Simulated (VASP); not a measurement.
# Ge (Fd-3m) in VASP: a series of runs, part 2 of 2

VASP 6.6.1.

### Step 5. Relaxation of the atoms, r2SCAN (a relaxed cell with its volume scaled by 1.06)

The input, INCAR:

```
SYSTEM = Ge
ALGO = Normal ; EDIFF = 1E-7
EDIFFG = -0.01 ; ENCUT = 600
IBRION = 2 ; ISIF = 2
ISMEAR = 0 ; LASPH = .True.
LCHARG = .False. ; LMIXTAU = .True.
LREAL = .False. ; LWAVE = .False.
METAGGA = R2SCAN ; NELM = 80
NSW = 40 ; PREC = Accurate
SIGMA = 0.03
```

The input, KPOINTS:

```
k-points
0
Gamma
  10 10 10
  0 0 0
```

The input, POSCAR:

```
Ge                                      
1.0
    0.0000000000      2.8940631501      2.8940631501
    2.8940631501      0.0000000000      2.8940631501
    2.8940631501      2.8940631501      0.0000000000
  Ge            
     2
Direct
     0.0000000000000000    0.0000000000000000    0.0000000000000000
     0.2500000000000000    0.2500000000000000    0.2500000000000000
```

Potentials or basis: VASP PAW PBE potentials, release 64 (Ge_d).

Started as:

```sh
> cat potpaw_PBE.64/Ge_d/POTCAR > POTCAR
> mpirun -np 1 vasp_std > vasp.out
```

OUTCAR:

```text
SYSTEM = Ge
   EDIFF = 1E-7
   EDIFFG = -0.01
   ENCUT = 600
   IBRION = 2
   ISIF = 2
   ISMEAR = 0
   LASPH = .True.
   LREAL = .False.
   METAGGA = R2SCAN
   NELM = 80
   NSW = 40
   PREC = Accurate

 ion  position               nearest neighbor table
   1  0.000  0.000  0.000-   2 2.51   2 2.51   2 2.51   2 2.51
   2  0.250  0.250  0.250-   1 2.51   1 2.51   1 2.51   1 2.51

  LATTYP: Found a face centered cubic cell.
 ALAT       =     5.7881263002

  Lattice vectors:

 A1 = (   0.0000000000,   2.8940631501,   2.8940631501)
 A2 = (   2.8940631501,   0.0000000000,   2.8940631501)
 A3 = (   2.8940631501,   2.8940631501,   0.0000000000)

Analysis of symmetry for initial positions (statically):
=====================================================================
 Subroutine PRICEL returns:
 Original cell was already a primitive cell.

 Routine SETGRP: Setting up the symmetry group for a
 face centered cubic supercell.

[... 167 lines left out ...]
  free energy    TOTEN  =       -27.71229761 eV

  energy without entropy =      -27.71225133  energy(sigma->0) =      -27.71227447

 E-fermi :   4.1622     XC(G=0): -10.4671

 val. band max:        4.1531370149   @ k =   0.0000   0.0000   0.0000
 cond. band min:       4.3777914186   @ k =   0.5000   0.0000   0.0000
 fundamental gap:      0.2246544036
 Fermi energy:         4.1622402036

 k-point     1 :       0.0000    0.0000    0.0000
  band No.  band energies     occupation
      1     -21.2546      2.00000
      2     -21.2546      2.00000
      3     -21.2546      2.00000
      4     -21.2204      2.00000
      5     -21.2204      2.00000
      6     -21.0380      2.00000
[... 481 lines left out ...]
      5     -21.1482      2.00000
      6     -21.1275      2.00000
[... 10 lines left out ...]
     17      10.9419      0.00000
     18      11.4751      0.00000

 [... further k-points ...]

------------------------ aborting loop because EDIFF is reached ----------------------------------------

  FORCE on cell =-STRESS in cart. coord.  units (eV):
  Direction    XX          YY          ZZ          XY          YZ          ZX
  --------------------------------------------------------------------------------------
  -------------------------------------------------------------------------------------
  Total       -1.0738566     -1.0738566     -1.0738566     -0.0000000      0.0000000     -0.0000000
  in kB      -35.4897431    -35.4897431    -35.4897431     -0.0000000      0.0000000     -0.0000000
  external PRESSURE =     -35.4897431 kB  Pullay stress =       0.0000000 kB

 VOLUME and BASIS-vectors are now :
 -----------------------------------------------------------------------------
  energy-cutoff  :      600.00
  volume of cell :       48.48
      direct lattice vectors                 reciprocal lattice vectors
     0.000000000  2.894063150  2.894063150    -0.172767481  0.172767481  0.172767481
     2.894063150  0.000000000  2.894063150     0.172767481 -0.172767481  0.172767481
     2.894063150  2.894063150  0.000000000     0.172767481  0.172767481 -0.172767481

 POSITION                                       TOTAL-FORCE (eV/Angst)
 -----------------------------------------------------------------------------------
      0.00000      0.00000      0.00000        -0.000000      0.000000      0.000000
      1.44703      1.44703      1.44703         0.000000     -0.000000     -0.000000
 -----------------------------------------------------------------------------------
    total drift:                                0.000000      0.000000      0.000000

  FREE ENERGIE OF THE ION-ELECTRON SYSTEM (eV)
  ---------------------------------------------------
  free  energy   TOTEN  =       -27.7122976062 eV

  energy  without entropy=      -27.7122513276  energy(sigma->0) =      -27.71227447

 reached required accuracy - stopping structural energy minimisation
```

OSZICAR:

```text
N       E                     dE             d eps       ncg     rms          rms(c)
DAV:   1     0.155954237976E+03    0.15595E+03   -0.17067E+04  1728   0.460E+03
DAV:   2    -0.743994903241E+01   -0.16339E+03   -0.16076E+03  1692   0.600E+02
DAV:   3    -0.296804994237E+02   -0.22241E+02   -0.22069E+02  1864   0.158E+02
[... 15 lines left out ...]
DAV:  19    -0.277122986806E+02    0.60983E-06   -0.55153E-08  1062   0.331E-03    0.138E-03
DAV:  20    -0.277122978491E+02    0.83146E-06   -0.34301E-08   876   0.304E-03    0.447E-04
DAV:  21    -0.277122974305E+02    0.41866E-06   -0.81911E-09   846   0.155E-03    0.366E-04
DAV:  22    -0.277122975510E+02   -0.12057E-06   -0.41165E-09   846   0.896E-04    0.186E-04
DAV:  23    -0.277122976062E+02   -0.55127E-07   -0.80794E-10   846   0.392E-04
   1 F= -.27712298E+02 E0= -.27712274E+02  d E =-.277123E+02
```

Run time: 3.1 min. Hardware: 1 thread of AMD EPYC 9R45 (Zen 5), shared host; peak memory 0.2 GiB.

What came out:

```yaml
Free_energy: -27.7123 eV
Pressure_after_relaxing: -3.5 GPa
Band_gap_on_the_k_mesh: none (metal or under the smearing width)
```

Final structure:
```xyz
2
Lattice="0.0000 2.8941 2.8941 2.8941 0.0000 2.8941 2.8941 2.8941 0.0000" Properties=species:S:1:pos:R:3 pbc="T T T"
Ge    0.0000    0.0000    0.0000
Ge    1.4470    1.4470    1.4470
```

Caveat: the relaxation stopped at its first step, so nothing moved; the PAW data sets were made with another functional, which shifts forces and pressure a little.

### Step 6. The runs side by side

```csv
cell,gap on the mesh (eV),pressure (GPa)
atoms relaxed,0.31,0.0
atoms relaxed from: a relaxed cell with its volume scaled by 1.02,0.12,-1.3
atoms relaxed from: a relaxed cell with its volume scaled by 1.04,none,-2.5
atoms relaxed from: a relaxed cell with its volume scaled by 1.06,none,-3.5
```

Alike in all rows: task relaxation of the atoms; level r2SCAN; potentials or basis VASP PAW PBE potentials, release 64 (Ge_d); no spin polarisation; k mesh 10 × 10 × 10; cutoff (eV) 600; smearing gaussian 0.03 eV.

Caveats: the relaxation stopped at its first step, so nothing moved; the PAW data sets were made with another functional, which shifts forces and pressure a little.

Total energies depend on the potentials used, so only differences within one code and one set of settings carry meaning.

### Step 7. How close it comes

Step 2. Measured gap of Ge: 0.744 eV (indirect; 0 K; “Temperature-dependent photoluminescence in Ge: experiment and theory”, 2020, arxiv:2003.00143). This calculation gives 0.31 eV (-0.44 eV). 3 values of this kind are on record (0.666 to 0.807 eV); this one was drawn at random among those near their median. Spin-orbit coupling on Ge is left out. The value is that of r2SCAN on a finite k mesh, which can miss the band edges, without temperature or zero-point motion.
